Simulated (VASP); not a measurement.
**NbTe under changes of volume**

One of the cells (22.373 Å³/atom); the others are scaled copies at fixed shape and fractional positions:

```
CELL_PARAMETERS angstrom
3.72750 0.00000 0.00000
-1.86375 3.22811 0.00000
0.00000 0.00000 3.71868
ATOMIC_POSITIONS crystal
Te 0.66667 0.33333 0.00000
Nb 0.00000 0.00000 0.50000
```

The cell comes from a database or a generator and needn't be the stable form of this composition.

```yaml
Program: VASP 6.6.1
Functional: PBEsol
Potentials_or_basis: VASP PAW PBE potentials, release 64 (Te, Nb_sv)
Cutoff: 520 eV
k_mesh: 8 × 8 × 7
Occupations: fermi-dirac, width 0.05 eV
Spin: no spin polarisation
```

```csv
volume (Å³/atom),energy over the lowest point (meV/atom),pressure (GPa)
20.618,3.10,2.6
21.057,0.00,-0.3
21.496,?,?
22.373,33.44,-7.4
22.812,56.31,-9.3
23.250,83.96,-10.9
```

Q: What does the run at 21.496 Å³/atom give?

A: Energy over the lowest point 4.57 meV/atom; pressure -3.0 GPa.

Worked out: A Birch-Murnaghan fit of order 3 (a polynomial in V^(-2/3)) to the other rows has its minimum at 21.01 Å³/atom with B0 = V·E''(V) = 136 GPa and B' = 4.6 at fixed shape and positions, which overstates the stiffness. It gives 4.58 meV/atom at 21.496 Å³/atom, against the run's 4.57, and -dE/dV = -3.0 GPa, against -3.0.

Energies are extrapolated to zero smearing.

Caveats: the PAW data sets were made with another functional, which shifts forces and pressure a little.
